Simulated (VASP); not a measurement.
Calculation: PBE GGA, VASP's PBE PAW potentials (set 64) (plane waves; VASP 6.6.1).

Input for VASP

### POSCAR
```
GaZn35O35
1.0
  4.9323206951  -8.5430314022   0.0000000000
  4.9323206951   8.5430314022   0.0000000000
  0.0000000000   0.0000000000  10.5847754187
Zn O Ga
35 35 1
Direct
  0.2222220000   0.1111110000   0.2500000000
  0.1111110000   0.2222220000   0.0000000000
  0.2222220000   0.1111110000   0.7500000000
  0.1082910000   0.2187710000   0.4958020000
  0.2236560000   0.4431480000   0.2484660000
  0.1111110000   0.5555560000   0.0000000000
  0.2222220000   0.4444440000   0.7500000000
  0.1138930000   0.5532350000   0.4960680000
  0.2222220000   0.7777780000   0.2500000000
  0.1111110000   0.8888890000   0.0000000000
  0.2222220000   0.7777780000   0.7500000000
  0.1111110000   0.8888890000   0.5000000000
  0.5555560000   0.1111110000   0.2500000000
  0.4444440000   0.2222220000   0.0000000000
  0.5555560000   0.1111110000   0.7500000000
  0.4444440000   0.2222220000   0.5000000000
  0.5555560000   0.4444440000   0.2500000000
  0.4444440000   0.5555560000   0.0000000000
  0.5555560000   0.4444440000   0.7500000000
  0.5555560000   0.7777780000   0.2500000000
  0.4444440000   0.8888890000   0.0000000000
  0.5555560000   0.7777780000   0.7500000000
  0.4444440000   0.8888890000   0.5000000000
  0.8888890000   0.1111110000   0.2500000000
  0.7777780000   0.2222220000   0.0000000000
  0.8888890000   0.1111110000   0.7500000000
  0.7777780000   0.2222220000   0.5000000000
  0.8888890000   0.4444440000   0.2500000000
  0.7777780000   0.5555560000   0.0000000000
  0.8888890000   0.4444440000   0.7500000000
  0.7777780000   0.5555560000   0.5000000000
  0.8888890000   0.7777780000   0.2500000000
  0.7777780000   0.8888890000   0.0000000000
  0.8888890000   0.7777780000   0.7500000000
  0.7777780000   0.8888890000   0.5000000000
  0.2222220000   0.1111110000   0.4410000000
  0.1111110000   0.2222220000   0.1910000000
  0.2222220000   0.1111110000   0.9410000000
  0.1111110000   0.2222220000   0.6910000000
  0.1111110000   0.5555560000   0.1910000000
  0.2222220000   0.4444440000   0.9410000000
  0.1111110000   0.5555560000   0.6910000000
  0.2222220000   0.7777780000   0.4410000000
  0.1111110000   0.8888890000   0.1910000000
  0.2222220000   0.7777780000   0.9410000000
  0.1111110000   0.8888890000   0.6910000000
  0.5555560000   0.1111110000   0.4410000000
  0.4444440000   0.2222220000   0.1910000000
  0.5555560000   0.1111110000   0.9410000000
  0.4444440000   0.2222220000   0.6910000000
  0.5555560000   0.4444440000   0.4410000000
  0.4444440000   0.5555560000   0.1910000000
  0.5555560000   0.4444440000   0.9410000000
  0.4444440000   0.5555560000   0.6910000000
  0.5555560000   0.7777780000   0.4410000000
  0.4444440000   0.8888890000   0.1910000000
  0.5555560000   0.7777780000   0.9410000000
  0.4444440000   0.8888890000   0.6910000000
  0.8888890000   0.1111110000   0.4410000000
  0.7777780000   0.2222220000   0.1910000000
  0.8888890000   0.1111110000   0.9410000000
  0.7777780000   0.2222220000   0.6910000000
  0.8888890000   0.4444440000   0.4410000000
  0.7777780000   0.5555560000   0.1910000000
  0.8888890000   0.4444440000   0.9410000000
  0.7777780000   0.5555560000   0.6910000000
  0.8888890000   0.7777780000   0.4410000000
  0.7777780000   0.8888890000   0.1910000000
  0.8888890000   0.7777780000   0.9410000000
  0.7777780000   0.8888890000   0.6910000000
  0.4449270000   0.5508440000   0.4981570000
```

File KPOINTS:
```
Automatic mesh
0
Gamma
1 1 1
0 0 0
```

**INCAR**
```
# general
SYSTEM   =  GaZn35O35
PREC     =  Normal
ENCUT    =  400   # plane-wave cut-off (eV)
LREAL    =  Auto   # projection in real space or not
LASPH    =  .TRUE.   # aspherical one-centre terms
ISYM     =  0

# electronic loop
EDIFF    =  1E-5
NELM     =  100
NELMIN   =  4
ALGO     =  Fast
LMAXMIX  =  4   # l cut-off of mixed one-centre charges

# smearing
ISMEAR   =  0
SIGMA    =  0.05   # width (eV)

# functional
GGA      =  PE   # PBE

# spin
ISPIN    =  2   # spin-polarised
MAGMOM   =  71*0.0141
NUPDOWN  =  1

# ions
IBRION   =  2   # conjugate gradients
NSW      =  70   # most ionic steps
ISIF     =  2   # forces and stress, cell fixed
EDIFFG   =  -0.03

# output
LWAVE    =  .TRUE.
LCHARG   =  .FALSE.
LORBIT   =  10
```

POTCAR, in this order: Zn O Ga (PBE.64 set). Program: vasp_gam.

Output of the run:

**OSZICAR**
```
...
       N       E                     dE             d eps       ncg     rms          rms(c)
DAV:   1    -0.314469869635E+03   -0.73423E-05   -0.10703E-01  1696   0.623E-01    0.582E-02
RMM:   2    -0.314470034009E+03   -0.16437E-03   -0.18331E-03  1520   0.901E-02    0.392E-02
RMM:   3    -0.314470043137E+03   -0.91277E-05   -0.22239E-04  1482   0.328E-02    0.204E-02
RMM:   4    -0.314470042524E+03    0.61297E-06   -0.32069E-05  1010   0.135E-02
   8 F= -.31447004E+03 E0= -.31447004E+03  d E =-.255619E-01  mag=     1.0000
       N       E                     dE             d eps       ncg     rms          rms(c)
DAV:   1    -0.314466077904E+03    0.39652E-02   -0.63719E+00  1536   0.486E+00    0.436E-01
RMM:   2    -0.314479136650E+03   -0.13059E-01   -0.14150E-01  1520   0.742E-01    0.257E-01
RMM:   3    -0.314479786098E+03   -0.64945E-03   -0.16193E-02  1520   0.275E-01    0.145E-01
RMM:   4    -0.314479698371E+03    0.87728E-04   -0.18139E-03  1533   0.100E-01    0.102E-01
RMM:   5    -0.314479619953E+03    0.78417E-04   -0.52593E-04  1520   0.526E-02    0.367E-02
RMM:   6    -0.314479632412E+03   -0.12458E-04   -0.15759E-04  1428   0.231E-02    0.227E-02
RMM:   7    -0.314479627899E+03    0.45125E-05   -0.28596E-05  1015   0.112E-02
   9 F= -.31447963E+03 E0= -.31447963E+03  d E =-.958538E-02  mag=     1.0000
       N       E                     dE             d eps       ncg     rms          rms(c)
DAV:   1    -0.314478279684E+03    0.13527E-02   -0.98909E-01  1568   0.191E+00    0.168E-01
RMM:   2    -0.314480335499E+03   -0.20558E-02   -0.22241E-02  1520   0.293E-01    0.101E-01
RMM:   3    -0.314480431714E+03   -0.96215E-04   -0.25375E-03  1520   0.109E-01    0.590E-02
RMM:   4    -0.314480414793E+03    0.16921E-04   -0.28645E-04  1510   0.396E-02    0.411E-02
RMM:   5    -0.314480400754E+03    0.14039E-04   -0.86055E-05  1381   0.212E-02    0.151E-02
RMM:   6    -0.314480402609E+03   -0.18554E-05   -0.26040E-05  1011   0.932E-03
  10 F= -.31448040E+03 E0= -.31448040E+03  d E =-.103601E-01  mag=     1.0000
       N       E                     dE             d eps       ncg     rms          rms(c)
DAV:   1    -0.314477392231E+03    0.30085E-02   -0.34591E+00  1552   0.358E+00    0.306E-01
RMM:   2    -0.314484051704E+03   -0.66595E-02   -0.71801E-02  1520   0.518E-01    0.162E-01
RMM:   3    -0.314484348059E+03   -0.29636E-03   -0.80635E-03  1520   0.193E-01    0.940E-02
RMM:   4    -0.314484304137E+03    0.43922E-04   -0.85357E-04  1530   0.676E-02    0.676E-02
RMM:   5    -0.314484265306E+03    0.38830E-04   -0.25033E-04  1488   0.358E-02    0.205E-02
RMM:   6    -0.314484271694E+03   -0.63878E-05   -0.68452E-05  1302   0.158E-02
  11 F= -.31448427E+03 E0= -.31448427E+03  d E =-.386908E-02  mag=     1.0000
       N       E                     dE             d eps       ncg     rms          rms(c)
DAV:   1    -0.314482652044E+03    0.16133E-02   -0.91584E-01  1624   0.184E+00    0.159E-01
RMM:   2    -0.314484454007E+03   -0.18020E-02   -0.19394E-02  1520   0.268E-01    0.850E-02
RMM:   3    -0.314484533506E+03   -0.79499E-04   -0.21753E-03  1520   0.100E-01    0.501E-02
RMM:   4    -0.314484521847E+03    0.11659E-04   -0.23635E-04  1494   0.357E-02    0.358E-02
RMM:   5    -0.314484511344E+03    0.10503E-04   -0.69303E-05  1334   0.190E-02    0.112E-02
RMM:   6    -0.314484513092E+03   -0.17481E-05   -0.18894E-05   940   0.830E-03
  12 F= -.31448451E+03 E0= -.31448451E+03  d E =-.411048E-02  mag=     1.0000
       N       E                     dE             d eps       ncg     rms          rms(c)
DAV:   1    -0.314481694430E+03    0.28169E-02   -0.36001E+00  1544   0.363E+00    0.258E-01
RMM:   2    -0.314486683000E+03   -0.49886E-02   -0.53792E-02  1520   0.480E-01    0.156E-01
RMM:   3    -0.314486973640E+03   -0.29064E-03   -0.66129E-03  1520   0.179E-01    0.868E-02
RMM:   4    -0.314486955117E+03    0.18522E-04   -0.74294E-04  1526   0.659E-02    0.673E-02
RMM:   5    -0.314486922810E+03    0.32308E-04   -0.20065E-04  1467   0.330E-02    0.237E-02
RMM:   6    -0.314486927853E+03   -0.50438E-05   -0.64222E-05  1299   0.144E-02
  13 F= -.31448693E+03 E0= -.31448693E+03  d E =-.241476E-02  mag=     1.0000
       N       E                     dE             d eps       ncg     rms          rms(c)
DAV:   1    -0.314486249061E+03    0.67375E-03   -0.60104E-01  1608   0.149E+00    0.110E-01
RMM:   2    -0.314487102284E+03   -0.85322E-03   -0.91930E-03  1520   0.198E-01    0.661E-02
RMM:   3    -0.314487153975E+03   -0.51691E-04   -0.11388E-03  1520   0.742E-02    0.363E-02
RMM:   4    -0.314487152248E+03    0.17269E-05   -0.13316E-04  1458   0.278E-02    0.280E-02
RMM:   5    -0.314487147176E+03    0.50719E-05   -0.33992E-05  1080   0.137E-02
  14 F= -.31448715E+03 E0= -.31448715E+03  d E =-.263408E-02  mag=     1.0000
       N       E                     dE             d eps       ncg     rms          rms(c)
DAV:   1    -0.314486323577E+03    0.82867E-03   -0.16227E+00  1568   0.244E+00    0.195E-01
RMM:   2    -0.314488609170E+03   -0.22856E-02   -0.24808E-02  1520   0.332E-01    0.132E-01
RMM:   3    -0.314488736697E+03   -0.12753E-03   -0.30153E-03  1520   0.122E-01    0.663E-02
RMM:   4    -0.314488725459E+03    0.11238E-04   -0.36247E-04  1523   0.468E-02    0.525E-02
RMM:   5    -0.314488711574E+03    0.13885E-04   -0.10232E-04  1415   0.238E-02    0.178E-02
RMM:   6    -0.314488714053E+03   -0.24783E-05   -0.29886E-05  1026   0.100E-02
  15 F= -.31448871E+03 E0= -.31448871E+03  d E =-.156688E-02  mag=     1.0000
       N       E                     dE             d eps       ncg     rms          rms(c)
DAV:   1    -0.314488629678E+03    0.81897E-04   -0.88671E-02  1672   0.570E-01    0.482E-02
RMM:   2    -0.314488760812E+03   -0.13113E-03   -0.14213E-03  1520   0.792E-02    0.328E-02
RMM:   3    -0.314488768617E+03   -0.78049E-05   -0.17413E-04  1445   0.295E-02    0.164E-02
RMM:   4    -0.314488768332E+03    0.28469E-06   -0.23316E-05   927   0.119E-02
  16 F= -.31448877E+03 E0= -.31448877E+03  d E =-.162116E-02  mag=     1.0000
       N       E                     dE             d eps       ncg     rms          rms(c)
DAV:   1    -0.314488086540E+03    0.68208E-03   -0.15523E+00  1584   0.235E+00    0.161E-01
RMM:   2    -0.314489783507E+03   -0.16970E-02   -0.18364E-02  1520   0.290E-01    0.115E-01
RMM:   3    -0.314489881155E+03   -0.97648E-04   -0.22897E-03  1520   0.108E-01    0.590E-02
RMM:   4    -0.314489871404E+03    0.97516E-05   -0.28988E-04  1518   0.423E-02    0.498E-02
RMM:   5    -0.314489858707E+03    0.12696E-04   -0.84542E-05  1385   0.211E-02    0.161E-02
RMM:   6    -0.314489860547E+03   -0.18402E-05   -0.23601E-05   987   0.869E-03
  17 F= -.31448986E+03 E0= -.31448986E+03  d E =-.109222E-02  mag=     1.0000
       N       E                     dE             d eps       ncg     rms          rms(c)
DAV:   1    -0.314489722079E+03    0.13663E-03   -0.16679E-01  1608   0.770E-01    0.559E-02
RMM:   2    -0.314489911139E+03   -0.18906E-03   -0.20397E-03  1520   0.961E-02    0.390E-02
RMM:   3    -0.314489922946E+03   -0.11807E-04   -0.25611E-04  1482   0.361E-02    0.193E-02
RMM:   4    -0.314489922521E+03    0.42493E-06   -0.33548E-05  1069   0.143E-02
  18 F= -.31448992E+03 E0= -.31448992E+03  d E =-.115419E-02  mag=     1.0000
       N       E                     dE             d eps       ncg     rms          rms(c)
DAV:   1    -0.314488408444E+03    0.15145E-02   -0.17782E+00  1552   0.252E+00    0.179E-01
RMM:   2    -0.314490595482E+03   -0.21870E-02   -0.23620E-02  1520   0.324E-01    0.115E-01
RMM:   3    -0.314490721598E+03   -0.12612E-03   -0.29162E-03  1520   0.121E-01    0.605E-02
RMM:   4    -0.314490713425E+03    0.81735E-05   -0.35597E-04  1519   0.465E-02    0.508E-02
RMM:   5    -0.314490698661E+03    0.14764E-04   -0.99395E-05  1393   0.232E-02    0.165E-02
RMM:   6    -0.314490701139E+03   -0.24787E-05   -0.29699E-05  1025   0.985E-03
  19 F= -.31449070E+03 E0= -.31449070E+03  d E =-.778618E-03  mag=     1.0000
```

### OUTCAR
```
------------------------ aborting loop because EDIFF is reached ----------------------------------------
  FORCE on cell =-STRESS in cart. coord.  units (eV):
  Direction    XX          YY          ZZ          XY          YZ          ZX
  --------------------------------------------------------------------------------------
  Total      -22.0576482    -21.3072299    -23.7819695      0.2046417      0.1397330     -0.2557428
  in kB      -39.6182087    -38.2703665    -42.7152986      0.3675613      0.2509773     -0.4593450
  external PRESSURE =     -40.2012912 kB  Pullay stress =       0.0000000 kB
  volume of cell :      892.02
      direct lattice vectors                 reciprocal lattice vectors
     4.932320695 -8.543031402  0.000000000     0.101372159 -0.058527234  0.000000000
     4.932320695  8.543031402  0.000000000     0.101372159  0.058527234  0.000000000
     0.000000000  0.000000000 10.584775419     0.000000000  0.000000000  0.094475316
  FREE ENERGIE OF THE ION-ELECTRON SYSTEM (eV)
  ---------------------------------------------------
  free  energy   TOTEN  =      -314.4907011393 eV

  energy  without entropy=     -314.4907011393  energy(sigma->0) =     -314.49070114

 total charge

# of ion       s       p       d       tot
------------------------------------------
    1        0.448   0.452   9.891  10.791
    2        0.448   0.446   9.887  10.780
    3        0.448   0.446   9.887  10.782
    4        0.476   0.418   9.849  10.743
    5        0.469   0.426   9.852  10.747
    6        0.448   0.445   9.887  10.780
    7        0.447   0.449   9.888  10.784
    8        0.476   0.418   9.848  10.742
    9        0.448   0.453   9.891  10.792
   10        0.448   0.450   9.889  10.788
   11        0.448   0.446   9.887  10.781
   12        0.450   0.445   9.884  10.779
   13        0.449   0.452   9.890  10.792
   14        0.448   0.447   9.888  10.783
   15        0.448   0.450   9.889  10.787
   16        0.446   0.443   9.886  10.775
   17        0.448   0.450   9.889  10.788
   18        0.449   0.452   9.889  10.790
   19        0.446   0.440   9.885  10.771
   20        0.448   0.450   9.889  10.788
   21        0.448   0.447   9.888  10.782
   22        0.446   0.440   9.885  10.772
   23        0.446   0.444   9.886  10.776
   24        0.448   0.452   9.891  10.790
   25        0.449   0.450   9.889  10.788
   26        0.448   0.446   9.887  10.780
   27        0.447   0.450   9.890  10.787
   28        0.448   0.452   9.891  10.791
   29        0.448   0.447   9.888  10.782
   30        0.448   0.446   9.887  10.781
   31        0.448   0.435   9.881  10.764
   32        0.449   0.453   9.891  10.793
   33        0.448   0.446   9.888  10.782
   34        0.449   0.450   9.889  10.788
   35        0.448   0.435   9.881  10.764
   36        1.580   3.445   0.000   5.025
   37        1.578   3.449   0.000   5.027
   38        1.578   3.453   0.000   5.030
   39        1.578   3.449   0.000   5.027
   40        1.578   3.449   0.000   5.027
   41        1.577   3.454   0.000   5.031
   42        1.578   3.449   0.000   5.028
   43        1.580   3.445   0.000   5.025
   44        1.577   3.456   0.000   5.033
   45        1.578   3.452   0.000   5.030
   46        1.578   3.453   0.000   5.030
   47        1.578   3.450   0.000   5.028
   48        1.577   3.456   0.000   5.033
   49        1.577   3.455   0.000   5.032
   50        1.577   3.456   0.000   5.033
   51        1.585   3.434   0.000   5.018
   52        1.578   3.453   0.000   5.031
   53        1.578   3.450   0.000   5.028
   54        1.582   3.442   0.000   5.024
   55        1.585   3.434   0.000   5.019
   56        1.577   3.455   0.000   5.032
   57        1.578   3.450   0.000   5.028
   58        1.577   3.456   0.000   5.033
   59        1.580   3.439   0.000   5.019
   60        1.577   3.457   0.000   5.034
   61        1.578   3.452   0.000   5.030
   62        1.577   3.455   0.000   5.032
   63        1.580   3.439   0.000   5.019
   64        1.577   3.454   0.000   5.031
   65        1.578   3.452   0.000   5.030
   66        1.578   3.454   0.000   5.031
   67        1.578   3.454   0.000   5.032
   68        1.577   3.454   0.000   5.031
   69        1.578   3.455   0.000   5.033
   70        1.578   3.454   0.000   5.031
   71        1.008   1.042   0.267   2.316
--------------------------------------------------
tot         72.005 137.376 346.225 555.605

 magnetization (x)

# of ion       s       p       d       tot
------------------------------------------
    1        0.008   0.000  -0.000   0.008
    2        0.007   0.000   0.000   0.007
    3        0.007   0.000  -0.000   0.007
    4       -0.001   0.007   0.002   0.008
    5       -0.001   0.008   0.003   0.010
    6        0.007   0.000   0.000   0.007
    7        0.008   0.000  -0.000   0.008
    8       -0.001   0.007   0.002   0.008
    9        0.008   0.000  -0.000   0.008
   10        0.008   0.000  -0.001   0.008
...
```
(Selected blocks of OUTCAR.)

**CONTCAR**
```
GaZn35O35
   1.00000000000000
     4.9323206950999996   -8.5430314022000005    0.0000000000000000
     4.9323206950999996    8.5430314022000005    0.0000000000000000
     0.0000000000000000    0.0000000000000000   10.5847754186999996
  Zn              O               Ga
    35    35     1
Direct
     0.2234588249668355    0.1104554358747851    0.2493317846450776
     0.1115306874701321    0.2224108741750530    0.0028178331289500
     0.2226326734172618    0.1108724273064046    0.7516326840352533
     0.1113060941168153    0.2197795513377157    0.5008804848880540
     0.2239360850973196    0.4452458308730829    0.2538787637813962
     0.1114989284143152    0.5554793482139835    0.0027671705030329
     0.2212723706685365    0.4438062340585118    0.7536000459975737
     0.1117474428282500    0.5576026086039195    0.5005658999002129
     0.2233726499650638    0.7792989162436402    0.2492112229891937
     0.1111320515424233    0.8887365805202481    0.9996712406091349
     0.2225134309226218    0.7778121580120662    0.7514541010129197
     0.1112319280894039    0.8886792008399818    0.5010603541029148
     0.5565298182838863    0.1114775817874587    0.2489388657130150
     0.4451054325844121    0.2229084755235348    0.9998182619970207
     0.5562375424045934    0.1112511828080780    0.7516493324623060
     0.4448039922022559    0.2203933680051923    0.5019609212496570
     0.5566078014267988    0.4437895124523532    0.2494934050491972
     0.4450838836081790    0.5556816249809650    0.0023397528505697
     0.5561191483795176    0.4444086254684448    0.7491627485992977
     0.5566508963114877    0.7792933113871336    0.2494303977844647
     0.4450558129482503    0.8885258205671729    0.9996745396249173
     0.5561275146309315    0.7781076364212478    0.7491222881635400
     0.4447704722083197    0.8907210260166650    0.5018512858136472
     0.8883214294101540    0.1111804309983560    0.2496245064410202
     0.7782315059395446    0.2223785694235720    0.9996620845011917
     0.8893368499403628    0.1109390573238367    0.7513305301756781
     0.7784057487766097    0.2223845821845653    0.5026551838392829
     0.8882090746550333    0.4433561578528916    0.2497475662842142
     0.7776722078498068    0.5554248595384794    0.0001818758314737
     0.8893941824284278    0.4447642117814731    0.7512074724902803
     0.7785717946694123    0.5571584122903196    0.5010988682643553
     0.8898427436606754    0.7780506831046835    0.2493693387691160
     0.7776204413349503    0.8885890092952786    0.0001148464800495
     0.8896562824795395    0.7779767928667654    0.7514445039129974
     0.7784301634218257    0.8875340168891123    0.5010823354068832
     0.2231863016240853    0.1127877346824358    0.4399144018884614
     0.1135409599367211    0.2259073897492328    0.1949998606859222
     0.2220808609883624    0.1119975235498505    0.9407475859503952
     0.1128116510299183    0.2243134000941568    0.6874896912120104
     0.1133769323410010    0.5540017539942997    0.1949644986496888
     0.2233463533648654    0.4448263238835018    0.9411403329012997
     0.1127040219441119    0.5546184308637947    0.6872386923950538
     0.2231936978855472    0.7765836929542708    0.4397404588335956
     0.1117497705770635    0.8890589780870267    0.1898599299229211
     0.2219907782059669    0.7763738734510297    0.9406032508533190
     0.1117598196753270    0.8890034303966656    0.6897305353553755
     0.5571847258586867    0.1116975193659352    0.4394588550334083
     0.4454950767079559    0.2232613333857062    0.1904452215155815
     0.5556924423483479    0.1110188389441474    0.9405241670168162
     0.4447345613504544    0.2224722633810813    0.6899358744423363
     0.5481946192039108    0.4500148660520004    0.4433775494184156
     0.4435483869034649    0.5549957718310280    0.1936482410307246
     0.5550308639331810    0.4457363764471707    0.9380505426619319
     0.4414923178035721    0.5539316333224800    0.6765140634159166
     0.5482320943298570    0.7645527766280846    0.4433152446159503
     0.4454284004775522    0.8886038964596866    0.1903620688956525
     0.5549673510357657    0.7755276652110822    0.9380069019854506
     0.4446831859785275    0.8885586038351837    0.6898016063989192
     0.8913975125119465    0.1124839168366347    0.4405904791257762
     0.7786195081500861    0.2224642164022314    0.1897250597173336
     0.8905839129378392    0.1114369505029183    0.9405556719765777
     0.7787705652980136    0.2225487351361690    0.6909882566641015
     0.8916657114839028    0.4453027233413569    0.4406279875276385
     0.7775829306081965    0.5549631585604612    0.1910310516921693
     0.8905796465167202    0.4455614402011580    0.9404691907576572
     0.7779630844239480    0.5556294402071452    0.6892262049948009
     0.8893014437929402    0.7777482924221121    0.4392327430799728
     0.7775929481160425    0.8888955183223153    0.1910006704489826
     0.8887203721380211    0.7775316445799298    0.9403227536181173
     0.7779920936690259    0.8886879484363646    0.6892248707539442
     0.4220441897951099    0.5442038234543752    0.4927959872659790
```

At this cut-off the stress carries a Pulay error, which pulls relaxed volumes low. The supercell is sampled at Γ alone, which is coarse: total energies, pressure and levels can be off, energies of defects by several tenths of an eV.

The cell is a supercell with a defect, built from ZnO (wurtzite): Ga_Zn-vac_O.
